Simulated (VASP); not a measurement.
# Sb2TeO2 (Pnnm) in VASP: relaxation of cell and atoms with PBE

Aim: the relaxation of cell and atoms of Sb2TeO2 with PBE.

Everything below comes from runs of VASP 6.6.1. Logs are shortened: lines on timing, memory, paths and dates and some standing lists are left out, and cuts for length are marked.

## (1) The structure

The structure is orthorhombic, space group Pnnm (No. 58). The conventional cell has a = 3.936 Å, b = 12.743 Å, c = 3.847 Å, α = 90.00°, β = 90.00°, γ = 90.00°. Sb (site symmetry m) has 4 O at 2.24 to 2.36 Å as nearest neighbours. Around Te (site symmetry 2/m) lie 8 Sb at 3.31 to 3.46 Å and 8 O at 3.70 to 3.79 Å. O (site symmetry m) is surrounded by 4 Sb at 2.24 to 2.36 Å.

The cell was built by a generator and needn't be a form met in nature.

## (2) Relaxation of cell and atoms, PBE

INCAR

```
SYSTEM = Sb2TeO2
ALGO = Normal
EDIFF = 1E-6
EDIFFG = -0.01
ENCUT = 520
GGA = PE
IBRION = 2
ISIF = 3
ISMEAR = 0
KPAR = 4
LASPH = .TRUE.
LCHARG = .FALSE.
LREAL = .FALSE.
LWAVE = .FALSE.
NELM = 120
NSW = 90
PREC = Accurate
SIGMA = 0.1
```

KPOINTS

```
k-points
0
G
  8 4 8
  0 0 0
```

POSCAR

```
Sb2TeO2
1.0
    3.9360000000      0.0000000000      0.0000000000
    0.0000000000     12.7430000000      0.0000000000
    0.0000000000      0.0000000000      3.8470000000
Sb Te O
4 2 4
Direct
    0.5325203300      0.1545946800      0.5000000000
    0.0325203300      0.3454053200      0.0000000000
    0.9674796700      0.6545946800      0.0000000000
    0.4674796700      0.8454053200      0.5000000000
    0.0000000000      0.0000000000      0.0000000000
    0.5000000000      0.5000000000      0.5000000000
    0.0134654500      0.2480577600      0.5000000000
    0.5134654500      0.2519422400      0.0000000000
    0.4865345500      0.7480577600      0.0000000000
    0.9865345500      0.7519422400      0.5000000000
```

Potentials or basis: VASP PAW PBE potentials, release 64 (Sb, Te, O).

Command:

```bash
$ cat potpaw_PBE.64/Sb/POTCAR potpaw_PBE.64/Te/POTCAR potpaw_PBE.64/O/POTCAR > POTCAR
$ mpirun -np 4 vasp_std > vasp.out
```

OUTCAR:

```text
SYSTEM = Sb2TeO2
   EDIFF = 1E-6
   EDIFFG = -0.01
   ENCUT = 520
   GGA = PE
   IBRION = 2
   ISIF = 3
   ISMEAR = 0
   LASPH = .TRUE.
   LREAL = .FALSE.
   NELM = 120
   NSW = 90
   PREC = Accurate

 ion  position               nearest neighbor table
   1  0.533  0.155  0.500-   7 2.24   8 2.29   8 2.29   7 2.36   5 3.31   5 3.31   5 3.46   5 3.46
                             2 3.67   2 3.67   2 3.67   2 3.67
   2  0.033  0.345  0.000-   8 2.24   7 2.29   7 2.29   8 2.36   6 3.31   6 3.31   6 3.46   6 3.46
                             1 3.67   1 3.67   1 3.67   1 3.67
   3  0.967  0.655  0.000-   9 2.24  10 2.29  10 2.29   9 2.36   6 3.31   6 3.31   6 3.46   6 3.46
                             4 3.67   4 3.67   4 3.67   4 3.67
   4  0.467  0.845  0.500-  10 2.24   9 2.29   9 2.29  10 2.36   5 3.31   5 3.31   5 3.46   5 3.46
                             3 3.67   3 3.67   3 3.67   3 3.67
   5  0.000  0.000  0.000-   1 3.31   4 3.31   1 3.31   4 3.31   1 3.46   1 3.46   4 3.46   4 3.46

   6  0.500  0.500  0.500-   2 3.31   3 3.31   2 3.31   3 3.31   2 3.46   2 3.46   3 3.46   3 3.46

   7  0.013  0.248  0.500-   1 2.24   2 2.29   2 2.29   1 2.36
   8  0.513  0.252  0.000-   2 2.24   1 2.29   1 2.29   2 2.36
   9  0.487  0.748  0.000-   3 2.24   4 2.29   4 2.29   3 2.36
  10  0.987  0.752  0.500-   4 2.24   3 2.29   3 2.29   4 2.36

  LATTYP: Found a simple orthorhombic cell.
 ALAT       =     3.8470000000
 B/A-ratio  =     1.0231349103
 C/A-ratio  =     3.3124512607

  Lattice vectors:

 A1 = (   0.0000000000,   0.0000000000,   3.8470000000)
 A2 = (   3.9360000000,   0.0000000000,   0.0000000000)
 A3 = (   0.0000000000,  12.7430000000,   0.0000000000)

Analysis of symmetry for initial positions (statically):
=====================================================================
 Subroutine PRICEL returns:
 Original cell was already a primitive cell.

 Routine SETGRP: Setting up the symmetry group for a
 simple orthorhombic supercell.

 Subroutine GETGRP returns: Found  8 space group operations
 (whereof  4 operations were pure point group operations)
 out of a pool of  8 trial point group operations.

The static configuration has the point symmetry C_2h.
 The point group associated with its full space group is D_2h.

Analysis of symmetry for dynamics (positions and initial velocities):
=====================================================================
 Subroutine PRICEL returns:
 Original cell was already a primitive cell.

 Routine SETGRP: Setting up the symmetry group for a
 simple orthorhombic supercell.

[... 146 lines left out ...]
   GGA     = PE    functional components
   LHFCALC =     F    Hartree Fock is set to
   AEXX    =    0.0000 exact exchange contribution
   IVDW    =     0    specifies the selected vdW correction
   LEPSILON=     F    determine dielectric tensor
   LRPA    =     F    only Hartree local field effects (RPA)
 conjugate gradient relaxation of ions
 non-spin polarized calculation
 Gauss-broadening in eV      SIGMA  =   0.10
  energy-cutoff  :      520.00
  volume of cell :      192.95
 maximum number of plane-waves:      5240
 NGX is ok and might be reduce to    30
   NGX = 15   NGY = 47   NGZ = 15

--------------------------------------- Ionic step        1  -------------------------------------------

 number of electron      56.0000018 magnetization

 Free energy of the ion-electron system (eV)
  ---------------------------------------------------
  ext. energy  EPLUGINS =         0.00000000
  ---------------------------------------------------
  free energy    TOTEN  =       -50.47213268 eV

  energy without entropy =      -50.46819091  energy(sigma->0) =      -50.47016179

------------------------ aborting loop because EDIFF is reached ----------------------------------------

  FORCE on cell =-STRESS in cart. coord.  units (eV):
  Direction    XX          YY          ZZ          XY          YZ          ZX
  --------------------------------------------------------------------------------------
  -------------------------------------------------------------------------------------
  Total       -0.5991576     -1.5416562      0.3563603     -0.0000000      0.0000000      0.0000000
  in kB       -4.9751102    -12.8011549      2.9590409     -0.0000000      0.0000000      0.0000000
  external PRESSURE =      -4.9390747 kB  Pullay stress =       0.0000000 kB
[... 113 lines left out ...]
  FREE ENERGIE OF THE ION-ELECTRON SYSTEM (eV)
  ---------------------------------------------------
  free  energy   TOTEN  =       -50.4823250114 eV

  energy  without entropy=      -50.4785408634  energy(sigma->0) =      -50.48043294

[... ionic steps 4 to 9 ...]

--------------------------------------- Ionic step       10  -------------------------------------------

 number of electron      56.0000005 magnetization

------------------------ aborting loop because EDIFF is reached ----------------------------------------
[... 83 lines left out ...]
--------------------------------------- Ionic step       12  -------------------------------------------

 number of electron      56.0000004 magnetization

 Free energy of the ion-electron system (eV)
  ---------------------------------------------------
  ext. energy  EPLUGINS =         0.00000000
  ---------------------------------------------------
  free energy    TOTEN  =       -50.49288205 eV

  energy without entropy =      -50.48883906  energy(sigma->0) =      -50.49086056

 E-fermi :   7.9949     XC(G=0): -10.3582

 val. band max:        7.9911533927   @ k =   0.5000   0.5000   0.0000
 cond. band min:       8.0207607931   @ k =   0.0000   0.0000   0.5000
 fundamental gap:      0.0296074004
 Fermi energy:         7.9948914215

 k-point     1 :       0.0000    0.0000    0.0000
  band No.  band energies     occupation
      1     -12.4752      2.00000
      2     -12.4681      2.00000
      3     -10.4850      2.00000
      4     -10.4849      2.00000
      5      -4.4441      2.00000
      6      -3.8640      2.00000
[... 877 lines left out ...]
     33      10.5478      0.00000
     34      10.7630      0.00000

 [... further k-points ...]

------------------------ aborting loop because EDIFF is reached ----------------------------------------

  FORCE on cell =-STRESS in cart. coord.  units (eV):
  Direction    XX          YY          ZZ          XY          YZ          ZX
  --------------------------------------------------------------------------------------
  -------------------------------------------------------------------------------------
  Total       -0.0627866     -0.0567913     -0.0773614      0.0000000      0.0000000      0.0000000
  in kB       -0.5262624     -0.4760112     -0.6484255      0.0000000      0.0000000      0.0000000
  external PRESSURE =      -0.5502330 kB  Pullay stress =       0.0000000 kB
[... 25 lines left out ...]
  FREE ENERGIE OF THE ION-ELECTRON SYSTEM (eV)
  ---------------------------------------------------
  free  energy   TOTEN  =       -50.4928820479 eV

  energy  without entropy=      -50.4888390641  energy(sigma->0) =      -50.49086056

 reached required accuracy - stopping structural energy minimisation
```

Wall time 11 min (4 MPI ranks of Intel Xeon Platinum 8488C (Sapphire Rapids), shared host); peak memory 0.6 GiB.

What came out:

```yaml
Free_energy: -50.4929 eV
Relaxed_volume: 19.12 Å³/atom
Relaxed_cell: a = 3.906 Å, b = 12.546 Å, c = 3.901 Å, α = 90.00°, β = 90.00°, γ = 90.00°
Space_group_after_relaxing_to_0.05_Å: Pnnm (No. 58)
Energy_gained_by_relaxing: 2.1 meV/atom
Ionic_steps: 12
Pressure_after_relaxing: -0.1 GPa
Largest_force_after_relaxing: 0.009 eV/Å
Band_gap_on_the_k_mesh: none (metal or under the smearing width)
```

Forces on the atoms (eV/Å):
```
Sb  -0.004  0.006  0.000
Sb  -0.004 -0.006  0.000
Sb   0.004  0.006  0.000
Sb   0.004 -0.006  0.000
Te   0.000  0.000  0.000
Te   0.000  0.000  0.000
O   -0.006 -0.007  0.000
O   -0.006  0.007  0.000
O    0.006 -0.007  0.000
O    0.006  0.007  0.000
```

The path:
```
step  energy change (eV)  largest force (eV/Å)  pressure (GPa)  volume (Å³)
   1              0.0000                0.0716           -0.49       192.95
   2             -0.0095                0.0992            0.28       191.29
   3             -0.0102                0.1346            0.53       190.74
   4             -0.0166                0.0708            0.23       190.95
   5             -0.0185                0.0559           -0.09       191.15
   6             -0.0185                0.0563           -0.07       191.14
   7             -0.0192                0.0461           -0.03       190.98
   8             -0.0202                0.0202            0.12       190.52
   9             -0.0205                0.0297           -0.01       190.90
  10             -0.0206                0.0351           -0.10       191.11
  11             -0.0207                0.0138           -0.07       191.14
  12             -0.0207                0.0094           -0.06       191.15
```

Final structure:
```xyz
10
Lattice="3.9058 0.0000 0.0000 0.0000 12.5464 0.0000 0.0000 0.0000 3.9007" Properties=species:S:1:pos:R:3 pbc="T T T"
Sb    2.0783    1.9317    1.9504
Sb    0.1254    4.3415    0.0000
Sb    3.7804    8.2049    0.0000
Sb    1.8275   10.6147    1.9504
Te    0.0000    0.0000    0.0000
Te    1.9529    6.2732    1.9504
O     0.0433    3.1392    1.9504
O     1.9962    3.1340    0.0000
O     1.9096    9.4124    0.0000
O     3.8625    9.4072    1.9504
```

Levels at points of the mesh, in eV from the Fermi level:
| k point | band 26 | band 27 | band 28 | band 29 | band 30 | band 31 |
| --- | --- | --- | --- | --- | --- | --- |
| (0.00, 0.00, 0.00) | -1.03 | -0.91 | -0.89 | -0.27 | 0.30 | 1.53 |
| (0.50, 0.00, 0.00) | -0.67 | -0.01 | -0.01 | 1.82 | 1.82 | 2.31 |
| (0.00, 0.50, 0.00) | -1.20 | -1.14 | -1.14 | 0.08 | 0.08 | 2.13 |
| (0.50, 0.50, 0.00) | -0.67 | 0.00 | 0.00 | 1.86 | 1.86 | 2.28 |
| (0.00, 0.00, 0.50) | -0.68 | 0.03 | 0.03 | 1.82 | 1.82 | 2.19 |
| (0.50, 0.00, 0.50) | -2.81 | -1.47 | -1.47 | -0.47 | -0.47 | 2.12 |
| (0.00, 0.50, 0.50) | -0.68 | 0.03 | 0.03 | 1.84 | 1.84 | 2.23 |
| (0.50, 0.50, 0.50) | -3.04 | -1.58 | -1.58 | 0.58 | 0.58 | 0.59 |

The run has no spin-orbit coupling, so splittings on Sb, Te are missing.
